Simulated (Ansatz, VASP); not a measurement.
# FeAs (Westerveldite) in two plane-wave programs, part 2 of 2

One calculation is typed for both programs; each brings its own data sets and cutoff. How far apart do they land?  The cell comes out of the VASP series on this material, whose earlier steps may have relaxed, scaled or displaced it; both programs get it as it stands.

VASP 6.6.1 and Ansatz 0.2.0.

So far: Set-up; Ansatz: relaxation of cell and atoms, PBEsol, DFT+U.

## Step 3: VASP: relaxation of cell and atoms, PBEsol, DFT+U

Level of this step: PBEsol, DFT+U (Fe d 3 eV), spin-polarised from a ferromagnetic start; plane waves and PAW (Fe, As) (VASP).

The same cell, functional, mesh and smearing now go to VASP, with its own data sets and cutoff.

Lines of VASP's logs that name or quote its potential files are left out, and so is its time.

Contents of INCAR:

```
SYSTEM = FeAs
PREC = Accurate
ENCUT = 400
EDIFF = 1E-06
NELM = 100
ISMEAR = 0
SIGMA = 0.05
LREAL = .FALSE.
ALGO = Normal
GGA = PS
NBANDS = 45
ISPIN = 2
MAGMOM = 3 3 3 3 0 0 0 0
LDAU = .TRUE.
LDAUTYPE = 2
LDAUL = 2 -1
LDAUU = 3 0
LDAUJ = 0 0
LDAUPRINT = 1
LASPH = .TRUE.
LMAXMIX = 4
LORBIT = 11
LWAVE = .FALSE.
LCHARG = .FALSE.
KPAR = 4
IBRION = 2
NSW = 60
ISIF = 3
EDIFFG = -0.01
```

Contents of POSCAR:

```
FeAs
1.0
    5.7818891105      0.0000000000      0.0000000000
    0.0000000000      3.4195543544      0.0000000000
    0.0000000000      0.0000000000      5.9569887237
Fe As
4 4
Direct
    0.9888492283      0.7500000000      0.1782351442
    0.0111507717      0.2500000000      0.8217648558
    0.5111507717      0.2500000000      0.6782351442
    0.4888492283      0.7500000000      0.3217648558
    0.8140286707      0.7500000000      0.5829177588
    0.1859713293      0.2500000000      0.4170822412
    0.6859713293      0.2500000000      0.0829177588
    0.3140286707      0.7500000000      0.9170822412
```

Contents of KPOINTS:

```
Automatic mesh
0
Gamma
4 6 4
0 0 0
```

The projector-augmented-wave data sets are Fe and As (PBE family, release 64).

Launch:

```
mpirun -np 4 vasp_std
```

Numbers of over 12 decimals in the logs are rounded to 6 here.

Log:

```text
[banner, memory and clock lines left out]
running    4 mpi-ranks, on    1 nodes
 distrk:  each k-point on    1 cores,    4 groups
 distr:  one band on    1 cores,    1 groups

 POSCAR found type information on POSCAR FeAs
 POSCAR found :  2 types and       8 ions
|                                                                             |
|               ----> ADVICE to this user running VASP <----                  |
|                                                                             |
|     You enforced a specific xc type in the INCAR file but a different       |
|     [... a line on the potential file left out ...]
|     I HOPE YOU KNOW WHAT YOU ARE DOING!                                     |
|                                                                             |

 LDA part: xc-table for (Slater+PW92), standard interpolation
 POSCAR, INCAR and KPOINTS ok, starting setup
 FFT: planning ... GRIDC
 FFT: planning ... GRID_SOFT
 FFT: planning ... GRID
 WAVECAR not read
 entering main loop
       N       E                     dE             d eps       ncg     rms          rms(c)
DAV:   1     0.355205238651E+03    0.35521E+03   -0.17558E+04  6480   0.100E+03
DAV:   2    -0.182219111481E+02   -0.37343E+03   -0.34863E+03  6515   0.269E+02
DAV:   3    -0.509488497742E+02   -0.32727E+02   -0.30373E+02  7554   0.939E+01
DAV:   4    -0.520971520066E+02   -0.11483E+01   -0.11348E+01  7972   0.168E+01
DAV:   5    -0.521196892054E+02   -0.22537E-01   -0.22520E-01  7544   0.214E+00    0.269E+01
DAV:   6    -0.552807394487E+02   -0.31611E+01   -0.58981E+01  8071   0.102E+02    0.354E+01
DAV:   7    -0.468912447781E+02    0.83895E+01   -0.21621E+01  7677   0.674E+01    0.857E+00
DAV:   8    -0.473244348255E+02   -0.43319E+00   -0.23238E+00  8640   0.729E+00    0.559E+00
DAV:   9    -0.472928221904E+02    0.31613E-01   -0.37968E-01  8284   0.647E+00    0.196E+00
DAV:  10    -0.473190165660E+02   -0.26194E-01   -0.10612E-01  8376   0.207E+00    0.100E+00
DAV:  11    -0.473415189483E+02   -0.22502E-01   -0.59112E-02  8284   0.179E+00    0.567E-01
DAV:  12    -0.473495809666E+02   -0.80620E-02   -0.13707E-02  8940   0.730E-01    0.382E-01
DAV:  13    -0.473558779545E+02   -0.62970E-02   -0.19466E-02  9880   0.821E-01    0.224E-01
DAV:  14    -0.473573855135E+02   -0.15076E-02   -0.60521E-03  9371   0.494E-01    0.105E-01
DAV:  15    -0.473577724029E+02   -0.38689E-03   -0.68960E-04  7314   0.191E-01    0.684E-02
DAV:  16    -0.473579560478E+02   -0.18364E-03   -0.27998E-04  9989   0.988E-02    0.407E-02
DAV:  17    -0.473580878653E+02   -0.13182E-03   -0.33728E-04  9555   0.912E-02    0.280E-02
DAV:  18    -0.473581432892E+02   -0.55424E-04   -0.13846E-04  8821   0.481E-02    0.162E-02
DAV:  19    -0.473581681117E+02   -0.24823E-04   -0.60744E-05  7799   0.380E-02    0.106E-02
DAV:  20    -0.473581768481E+02   -0.87364E-05   -0.27603E-05  6712   0.269E-02    0.690E-03
DAV:  21    -0.473581800495E+02   -0.32014E-05   -0.15731E-05  6248   0.195E-02    0.489E-03
DAV:  22    -0.473581814270E+02   -0.13774E-05   -0.41822E-06  4930   0.132E-02    0.254E-03
DAV:  23    -0.473581817750E+02   -0.34807E-06   -0.18120E-06  3963   0.758E-03
   1 F= -.47358182E+02 E0= -.47355625E+02  d E =-.473582E+02  mag=    10.2780
[... from here on, the cycles between the ionic steps are left out ...]
   2 F= -.47360360E+02 E0= -.47357477E+02  d E =-.217773E-02  mag=    10.1975
   5 F= -.47361492E+02 E0= -.47358352E+02  d E =-.101752E-02  mag=    10.1589
   6 F= -.47361557E+02 E0= -.47358397E+02  d E =-.108285E-02  mag=    10.1590
   7 F= -.47361906E+02 E0= -.47358568E+02  d E =-.348769E-03  mag=    10.1324
   8 F= -.47361998E+02 E0= -.47358509E+02  d E =-.441334E-03  mag=    10.1147
   9 F= -.47362022E+02 E0= -.47358429E+02  d E =-.464807E-03  mag=    10.0754
  10 F= -.47362035E+02 E0= -.47358420E+02  d E =-.478324E-03  mag=    10.0945
  11 F= -.47362028E+02 E0= -.47358435E+02  d E =-.471261E-03  mag=    10.0870
  12 F= -.47362038E+02 E0= -.47358427E+02  d E =-.480696E-03  mag=    10.0915
 curvature:  -0.22 expect dE=-0.151E-04 dE for cont linesearch -0.433E-07
 trial: gam= 0.07367 g(F)=  0.520E-04 g(S)=  0.170E-04 ort =-0.111E-04 (trialstep = 0.156E+01)
 search vector abs. value=  0.707E-04
 bond charge predicted
       N       E                     dE             d eps       ncg     rms          rms(c)
DAV:   1    -0.473621329646E+02   -0.95419E-04   -0.46868E-03  7235   0.359E-01    0.671E-02
DAV:   2    -0.473621510056E+02   -0.18041E-04   -0.53659E-04  8567   0.286E-01    0.769E-02
DAV:   3    -0.473621059957E+02    0.45010E-04   -0.10745E-04  7711   0.160E-01    0.216E-02
DAV:   4    -0.473621029007E+02    0.30951E-05   -0.18767E-05  9365   0.250E-02    0.126E-02
DAV:   5    -0.473621013235E+02    0.15772E-05   -0.45758E-06  6147   0.196E-02    0.386E-03
DAV:   6    -0.473621016499E+02   -0.32643E-06   -0.74254E-07  3579   0.559E-03
  13 F= -.47362102E+02 E0= -.47358505E+02  d E =-.640637E-04  mag=    10.0938
 trial-energy change:   -0.000064  1 .order   -0.000067   -0.000106   -0.000028
 step:   2.1142(harm=  2.1142)  dis= 0.00179  next Energy=   -47.362110 (dE=-0.720E-04)
 reached required accuracy - stopping structural energy minimisation
```

OUTCAR, selected parts (step 3):

```text
ion  position               nearest neighbor table
   1  0.989  0.750  0.178-   8 2.44   6 2.50   6 2.50   7 2.51   7 2.51   5 2.61   2 2.73   2 2.73
                             4 3.01   4 3.01
   2  0.011  0.250  0.822-   7 2.44   5 2.50   5 2.50   8 2.51   8 2.51   6 2.61   1 2.73   1 2.73
                             3 3.01   3 3.01
   3  0.511  0.250  0.678-   6 2.44   8 2.50   8 2.50   5 2.51   5 2.51   7 2.61   4 2.73   4 2.73
                             2 3.01   2 3.01
   4  0.489  0.750  0.322-   5 2.44   7 2.50   7 2.50   6 2.51   6 2.51   8 2.61   3 2.73   3 2.73
                             1 3.01   1 3.01
   5  0.814  0.750  0.583-   4 2.44   2 2.50   2 2.50   3 2.51   3 2.51   1 2.61   6 2.92   6 2.92

  LATTYP: Found a simple orthorhombic cell.
 ALAT       =     3.4195543544
 B/A-ratio  =     1.6908311760
 C/A-ratio  =     1.7420365657

 Subroutine GETGRP returns: Found  8 space group operations
 (whereof  2 operations were pure point group operations)

The static configuration has the point symmetry S_2 .
 The point group associated with its full space group is D_2h.

 Found     36 irreducible k-points:

   k-points           NKPTS =     36   k-points in BZ     NKDIM =     36   number of bands    NBANDS=     45

   dimension x,y,z NGX =    40 NGY =   24 NGZ =   40
   dimension x,y,z NGXF=    80 NGYF=   48 NGZF=   80

   ENCUT  =  400.0 eV  29.40 Ry    5.42 a.u.   9.43  5.58  9.71*2*pi/ulx,y,z

   NELECT =      52.0000    total number of electrons

 k-points in reciprocal lattice and weights: Automatic mesh
   0.00000000  0.00000000  0.00000000       0.010
   0.25000000  0.00000000  0.00000000       0.021
   0.50000000  0.00000000  0.00000000       0.010
   0.00000000  0.16666667  0.00000000       0.021
   0.25000000  0.16666667  0.00000000       0.042
   0.50000000  0.16666667  0.00000000       0.021
   0.00000000  0.33333333  0.00000000       0.021
   0.25000000  0.33333333  0.00000000       0.042
   0.50000000  0.33333333  0.00000000       0.021
[...]
0.25000000  0.50000000  0.50000000       0.021
   0.50000000  0.50000000  0.50000000       0.010

atom =   1  type =  1  l = 2

 onsite density matrix

spin component  1

  0.8746 -0.0089  0.0000  0.0000  0.0000
 -0.0089  0.8994  0.0000 -0.0000 -0.0000
  0.0000  0.0000  0.9221  0.0139 -0.0033
  0.0000 -0.0000  0.0139  0.9041  0.0123
  0.0000 -0.0000 -0.0033  0.0123  0.9297

spin component  2

  0.5961 -0.1509 -0.0000 -0.0000 -0.0000
 -0.1509  0.5541 -0.0000  0.0000  0.0000
 -0.0000 -0.0000  0.2242 -0.0094 -0.0618
 -0.0000  0.0000 -0.0094  0.2426  0.0147
 -0.0000  0.0000 -0.0618  0.0147  0.2074

 occupancies and eigenvectors

  o =  0.1532  v =  0.0000  0.0000  0.0000  0.0000  0.0000  0.0000  0.0000 -0.6512  0.0554 -0.7569      0.0000  0.0000  0.0000  0.0000  0.0000  0.0000  0.0000  0.0000  0.0000  0.0000
  o =  0.2362  v =  0.0000  0.0000  0.0000  0.0000  0.0000  0.0000  0.0000 -0.3146 -0.9273  0.2028      0.0000  0.0000  0.0000  0.0000  0.0000  0.0000  0.0000  0.0000  0.0000  0.0000
  o =  0.2848  v =  0.0000  0.0000  0.0000  0.0000  0.0000  0.0000 -0.0000  0.6906 -0.3702 -0.6213      0.0000  0.0000  0.0000  0.0000  0.0000  0.0000  0.0000  0.0000  0.0000  0.0000
  o =  0.4227  v =  0.0000  0.0000  0.0000  0.0000  0.0000  0.6566  0.7542  0.0000  0.0000  0.0000      0.0000  0.0000  0.0000  0.0000  0.0000  0.0000  0.0000  0.0000  0.0000  0.0000
  o =  0.7275  v =  0.0000  0.0000  0.0000  0.0000  0.0000 -0.7542  0.6566  0.0000  0.0000  0.0000      0.0000  0.0000  0.0000  0.0000  0.0000  0.0000  0.0000  0.0000  0.0000  0.0000
  o =  0.8717  v = -0.9518 -0.3068  0.0000  0.0000  0.0000  0.0000  0.0000  0.0000  0.0000  0.0000      0.0000  0.0000  0.0000  0.0000  0.0000  0.0000  0.0000  0.0000  0.0000  0.0000
[...]
o =  0.4227  v =  0.0000  0.0000  0.0000  0.0000  0.0000 -0.6566  0.7542 -0.0000 -0.0000  0.0000      0.0000  0.0000  0.0000  0.0000  0.0000  0.0000  0.0000  0.0000  0.0000  0.0000
  o =  0.7275  v =  0.0000  0.0000  0.0000  0.0000  0.0000 -0.7542 -0.6566  0.0000  0.0000 -0.0000      0.0000  0.0000  0.0000  0.0000  0.0000  0.0000  0.0000  0.0000  0.0000  0.0000
  o =  0.8717  v = -0.9518  0.3068  0.0000  0.0000 -0.0000  0.0000  0.0000  0.0000  0.0000  0.0000      0.0000  0.0000  0.0000  0.0000  0.0000  0.0000  0.0000  0.0000  0.0000  0.0000
  o =  0.8925  v =  0.0000 -0.0000  0.4311  0.8453  0.3157  0.0000  0.0000  0.0000  0.0000  0.0000      0.0000  0.0000  0.0000  0.0000  0.0000  0.0000  0.0000  0.0000  0.0000  0.0000
  o =  0.9023  v = -0.3068 -0.9518 -0.0000 -0.0000  0.0000  0.0000  0.0000  0.0000  0.0000  0.0000      0.0000  0.0000  0.0000  0.0000  0.0000  0.0000  0.0000  0.0000  0.0000  0.0000
  o =  0.9283  v =  0.0000 -0.0000  0.8601 -0.2793 -0.4268  0.0000  0.0000  0.0000  0.0000  0.0000      0.0000  0.0000  0.0000  0.0000  0.0000  0.0000  0.0000  0.0000  0.0000  0.0000
  o =  0.9353  v =  0.0000  0.0000  0.2726 -0.4555  0.8474  0.0000  0.0000  0.0000  0.0000  0.0000      0.0000  0.0000  0.0000  0.0000  0.0000  0.0000  0.0000  0.0000  0.0000  0.0000

 average (electrostatic) potential at core
       1 -42.5690       2 -42.5690       3 -42.5690       4 -42.5690       5 -47.9302
       6 -47.9302       7 -47.9302       8 -47.9302

 E-fermi :   6.8557

 spin component 1
 k-point     1 :       0.0000    0.0000    0.0000
  band No.  band energies     occupation
    ...
     26       3.9591      1.00000
     27       4.1366      1.00000
     28       4.8028      1.00000
     29       5.3511      1.00000
     30       5.7168      1.00000
     31       8.5876      0.00000
     32       8.8190      0.00000
     33       8.9960      0.00000
     34       9.2000      0.00000
     35       9.2749      0.00000
    ...

 k-point     2 :       0.2500    0.0000    0.0000
  band No.  band energies     occupation
    ...
     25       3.9444      1.00000
     26       3.9475      1.00000
     27       3.9676      1.00000
     28       5.5956      1.00000
     29       5.9598      1.00000
     30       6.8639      0.40857
     31       7.1633      0.00000
     32       8.4848      0.00000
     33       8.6693      0.00000
     34       9.0364      0.00000
    ...

 k-point     3 :       0.5000    0.0000    0.0000
  band No.  band energies     occupation
    ...
     24       3.5063      1.00000
     25       3.9766      1.00000
     26       3.9766      1.00000
     27       5.0243      1.00000
     28       5.0243      1.00000
     29       7.2208      0.00000
     30       7.2208      0.00000
     31       7.2421      0.00000
     32       7.2421      0.00000
     33       8.5885      0.00000
    ...

 k-point     4 :       0.0000    0.1667    0.0000
  band No.  band energies     occupation
    ...
     27       4.3538      1.00000
     28       4.4172      1.00000
     29       5.5363      1.00000
     30       5.7497      1.00000
     31       6.6021      1.00000
     32       7.4253      0.00000
     33       8.0514      0.00000
     34       8.9854      0.00000
     35       9.0355      0.00000
     36       9.9490      0.00000
    ...

 k-point     5 :       0.2500    0.1667    0.0000
  band No.  band energies     occupation
    ...
     26       3.8876      1.00000
     27       4.2042      1.00000
     28       4.5036      1.00000
     29       6.0605      1.00000
     30       6.3888      1.00000
     31       7.1580      0.00000
     32       7.1971      0.00000
     33       7.7388      0.00000
     34       7.9687      0.00000
     35       9.2191      0.00000
    ...

 k-point     6 :       0.5000    0.1667    0.0000
  band No.  band energies     occupation
    ...
     26       3.9108      1.00000
     27       5.0515      1.00000
     28       5.0515      1.00000
     29       5.5544      1.00000
     30       5.5544      1.00000
     31       7.6213      0.00000
     32       7.6213      0.00000
     33       8.1828      0.00000
     34       8.1828      0.00000
     35       9.0004      0.00000
    ...

  Total       -0.0230621     -0.0200298     -0.0178725      0.0000000      0.0000000      0.0000000
  in kB       -0.3167176     -0.2750751     -0.2454475      0.0000000      0.0000000      0.0000000
  external PRESSURE =      -0.2790801 kB  Pullay stress =       0.0000000 kB

  energy-cutoff  :      400.00
  volume of cell :      116.66
      direct lattice vectors                 reciprocal lattice vectors
     5.785784436  0.000000000  0.000000000     0.172837411  0.000000000  0.000000000
    -0.000000000  3.376921369  0.000000000    -0.000000000  0.296127712  0.000000000
     0.000000000  0.000000000  5.971090130     0.000000000  0.000000000  0.167473607

 POSITION                                       TOTAL-FORCE (eV/Angst)
 -----------------------------------------------------------------------------------
      5.72787      2.53269      1.06143        -0.003934     -0.000000      0.003628
      0.05792      0.84423      4.90966         0.003934      0.000000     -0.003628
      2.95081      0.84423      4.04698         0.003934      0.000000      0.003628
      2.83498      2.53269      1.92411        -0.003934     -0.000000     -0.003628
      4.71025      2.53269      3.47798         0.000219      0.000000     -0.006464
      1.07553      0.84423      2.49311        -0.000219     -0.000000      0.006464
      3.96842      0.84423      0.49243        -0.000219     -0.000000     -0.006464
      1.81736      2.53269      5.47866         0.000219      0.000000      0.006464
 -----------------------------------------------------------------------------------
    total drift:                                0.000000      0.000000      0.000000

  FREE ENERGIE OF THE ION-ELECTRON SYSTEM (eV)
  ---------------------------------------------------
  free  energy   TOTEN  =       -47.3621016499 eV

  energy  without entropy=      -47.3549081913  energy(sigma->0) =      -47.35850492

 reached required accuracy - stopping structural energy minimisation

 total charge
# of ion       s       p       d       tot
------------------------------------------
    1        0.385   0.471   6.326   7.182
    2        0.385   0.471   6.326   7.182
    3        0.385   0.471   6.326   7.182
    4        0.385   0.471   6.326   7.182
    5        1.248   1.480   0.074   2.801
    6        1.248   1.480   0.074   2.801
    7        1.248   1.480   0.074   2.801
    8        1.248   1.480   0.074   2.801
--------------------------------------------------
tot          6.530   7.803  25.600  39.934

 magnetization (x)
# of ion       s       p       d       tot
------------------------------------------
    1        0.018   0.005   2.705   2.728
    2        0.018   0.005   2.705   2.728
    3        0.018   0.005   2.705   2.728
    4        0.018   0.005   2.705   2.728
    5        0.025  -0.128  -0.004  -0.107
    6        0.025  -0.128  -0.004  -0.107
    7        0.025  -0.128  -0.004  -0.107
    8        0.025  -0.128  -0.004  -0.107
--------------------------------------------------
tot          0.175  -0.492  10.801  10.484

[... 6 further parts left out ...]
```

CONTCAR:

```
FeAs
   1.00000000000000
     5.7857844361790738    0.0000000000000000    0.0000000000000000
    -0.0000000000000000    3.3769213693990690    0.0000000000000000
     0.0000000000000000    0.0000000000000000    5.9710901297606123
  Fe              As
     4     4
Direct
     0.9899898617249810    0.7500000000000000    0.1777621691037157
     0.0100101382750188    0.2500000000000000    0.8222378308962844
     0.5100101382750190    0.2500000000000000    0.6777621691037156
     0.4899898617249813    0.7500000000000000    0.3222378308962843
     0.8141077932026315    0.7500000000000000    0.5824691424845339
     0.1858922067973684    0.2500000000000000    0.4175308575154665
     0.6858922067973685    0.2500000000000000    0.0824691424845335
     0.3141077932026316    0.7500000000000000    0.9175308575154661
```

Experiment finds antiferromagnetic order in this phase (below 69.6 K, arxiv:1012.5311), so this ferromagnetic run describes another state. A U on the itinerant d states of such a compound is hard to justify; it moves the bands at the Fermi level and favours large moments.

## Step 4: Comparison

Known differences besides the PAW data sets themselves: U acts on the PAW sphere in VASP and on atomic orbitals in Ansatz, so only states and trends compare; both relaxations stop at a tolerance, which leaves soft axes loose, and VASP keeps its plane-wave basis; the data sets hold 124 valence electrons in Ansatz (default PAW (the set named soft_2) files) and 52 in VASP; the cutoff is 420 eV in Ansatz and 400 eV in VASP; Ansatz makes its cores anew for this functional, VASP keeps those of its PBE data sets; Ansatz adds a Pulay correction to the stress that steers its cell, VASP none; site moments are counted in spheres of each program's own size. Total energies have different zeros and are not compared.

The two programs side by side:

| quantity | Ansatz | VASP | difference |
| --- | --- | --- | --- |
| volume (Å³) | 118.79 | 116.66 | +1.82 % |
| edge a after relaxation, in the typed setting (Å) | 5.782 | 5.786 | -0.06 % |
| edge b after relaxation, in the typed setting (Å) | 3.428 | 3.377 | +1.50 % |
| edge c after relaxation, in the typed setting (Å) | 5.994 | 5.971 | +0.38 % |
| total moment (μB) | 10.23 | 10.09 | +0.14 |
| moment on Fe1 (μB) | 2.68 | 2.73 | -0.05 |
| moment on Fe2 (μB) | 2.68 | 2.73 | -0.05 |
| moment on Fe3 (μB) | 2.68 | 2.73 | -0.05 |
| moment on Fe4 (μB) | 2.68 | 2.73 | -0.05 |
| moment on As5 (μB) | -0.10 | -0.11 | +0.01 |
| moment on As6 (μB) | -0.10 | -0.11 | +0.01 |
| moment on As7 (μB) | -0.10 | -0.11 | +0.01 |
| moment on As8 (μB) | -0.10 | -0.11 | +0.01 |

The walks stopped with 0.02 GPa left in Ansatz and -0.03 GPa in VASP; each walk ends within a tolerance, so the volume difference is uncertain by about these residues over the bulk modulus, most in soft cells.

## Step 5: What came out

```yaml
difference_in_total_moment_relaxation_of_cell_and_atoms_pbesol_dft_u: 0.14 μB
difference_in_volume_relaxation_of_cell_and_atoms_pbesol_dft_u: +1.8 %
```

**Reading.** The difference in total moment is 0.14 μB (relaxation of cell and atoms, PBEsol, DFT+U). Among the rows given in per cent, the largest difference of the relaxation of cell and atoms, PBEsol, DFT+U pair is in volume, +1.8 %. How closely two codes agree says nothing of how well the functional describes the real material.

[Lines on the potential files, build, host, timing and source positions are cut from VASP's logs without a mark.]

[Logs are printed without paths, hosts, clocks, repeated set-up lines and the standing remarks that a program may print on its own settings, such as how far it seeks lower states.]

[Hosts, paths, dates, database ids (printed as entryN), source tags and the programs' standing remarks are cut or masked in the printed files.]
